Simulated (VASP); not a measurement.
BaZr2O3:

```
Ba Zr O
1.0
     3.80031   -3.91348    0.00000
     3.80031    3.91348    0.00000
     0.00000    0.00000    3.41372
Ba Zr O
1 2 3
Direct
  0.50000 0.50000 0.00000
  0.80510 0.80510 0.00000
  0.19490 0.19490 0.00000
  0.15877 0.84123 0.00000
  0.84123 0.15877 0.00000
  0.50000 0.50000 0.50000
```

The cell was built by a generator and needn't be a form met in nature.

| Property | Result |
| --- | --- |
| Program | VASP 6.6.1 |
| Task | relaxation of cell and atoms |
| Functional | PBE |
| Potentials or basis | VASP PAW PBE potentials, release 64 (Ba_sv, Zr_sv, O) |
| Cutoff | 520 eV |
| k mesh | 3 × 3 × 4 |
| Occupations | gaussian, width 0.15 eV |
| Spin | no spin polarisation |

At the start: pressure 74.8 GPa; volume 16.92 Å³/atom.

Task: How do energy, volume and symmetry change on relaxing?

Result: Over 14 steps the energy falls by 2499.8 meV/atom and the volume is 27.50 Å³/atom (+62.5 %); space group Cmmm (No. 65, to 0.05 Å).

The path:
```
step  energy change (eV)  largest force (eV/Å)  pressure (GPa)  volume (Å³)
   1              0.0000                8.3315           74.84       101.54
   2             -2.3786                2.3591          -24.76       253.20
   3            -13.4839                1.5203            0.65       164.31
   4            -14.8169                1.9068           -3.59       169.69
   5            -14.8457                1.8478           -3.57       169.37
   6            -14.8769                1.7662           -3.59       168.52
   7            -14.3504                4.8299            9.74       158.92
   8            -14.9857                0.1520           -0.16       165.45
   9            -14.9950                0.1962           -0.22       165.56
  10            -14.9970                0.0899           -0.19       165.53
  11            -14.9970                0.0984           -0.18       165.54
  12            -14.9965                0.1488           -0.22       165.55
  13            -14.9970                0.1082           -0.19       165.54
  14            -14.9986                0.0190           -0.20       165.03
```

Final structure:
```cif
data_structure
_symmetry_space_group_name_H-M 'P 1'
_symmetry_Int_Tables_number 1
_cell_length_a 6.2741
_cell_length_b 6.2741
_cell_length_c 4.2810
_cell_angle_alpha 90.000
_cell_angle_beta 90.000
_cell_angle_gamma 78.321
_cell_volume 165.03
loop_
_atom_site_label
_atom_site_type_symbol
_atom_site_fract_x
_atom_site_fract_y
_atom_site_fract_z
_atom_site_occupancy
Ba1 Ba 0.50000 0.50000 0.00000 1
Zr1 Zr 0.84816 0.84816 0.00000 1
Zr2 Zr 0.15184 0.15184 0.00000 1
O1 O 0.15995 0.84005 0.00000 1
O2 O 0.84005 0.15995 0.00000 1
O3 O 0.50000 0.50000 0.50000 1
```

Caveat: the k mesh is coarse (spacing up to 0.46 Å⁻¹), so the values aren't converged; the volume moved by over 15 % at a fixed basis, so the end points are rough.
